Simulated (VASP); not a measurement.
Consider the following.

```xyz
2
Lattice="3.0090 0.0000 0.0000 0.0000 3.0090 0.0000 0.0000 0.0000 3.0090" Properties=species:S:1:pos:R:3 pbc="T T T"
Zn     1.5045     1.5045     1.5045
Cu     0.0000     0.0000     0.0000
```

All values below come from PBE GGA, VASP's PBE PAW potentials (set 64) (plane waves; VASP). Run with 800 eV cut-off, 11×11×11 Γ-centred mesh, first-order Methfessel-Paxton smearing of 0.10 eV, potentials Zn_sv_GW Cu.

### Question
What does the run give for the energy per atom (σ→0), pressure, band gap (on the k-mesh) with the smallest direct gap where there is one?

### Answer

| Quantity | Value |
|---|---|
| band gap (on the k-mesh) | none (metal, semimetal or under 0.01 eV) |
| energy per atom (σ→0) | -2.519 eV/atom |
| pressure | -4.65 GPa |

The absolute energy has meaning only against runs of the same code, potentials and settings.

The compound is CuZn in the CsCl type structure. The cell was not relaxed at this level. The run is one of a series of settings (ENCUT = 800, POTCAR Zn_sv_GW Cu (PBE.64 set) against the base run), some of them coarse on purpose. The electron count is odd and the run is not spin-polarised, which forces a metal.
